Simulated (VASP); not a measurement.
Here is the system:

```xyz
2
Lattice="0.0000 2.1385 2.1385 2.1385 0.0000 2.1385 2.1385 2.1385 0.0000" Properties=species:S:1:pos:R:3 pbc="T T T"
Mg     0.0000     0.0000     0.0000
O      2.1385     2.1385     2.1385
```

Calculation: r2SCAN meta-GGA, VASP's PBE PAW potentials (set 64) (plane waves; VASP). Numerical set-up: 520 eV cut-off, 11×11×11 Γ-centred mesh, Gaussian smearing of 0.050 eV, potentials Mg O.

### Question
Predict the energy per atom (σ→0), pressure, band gap (on the k-mesh) with the smallest direct gap where there is one.

### Answer

```yaml
band gap (on the k-mesh): 5.15 eV
smallest direct gap (on the k-mesh): 5.15 eV
energy per atom (σ→0): -8.065 eV/atom
pressure: -8.83 GPa
```

Total energies compare only between runs with the same potentials, cut-off and functional.

The compound is MgO in the rock salt structure. This cell is one point of a volume scan, at 1.06 of the reference volume.
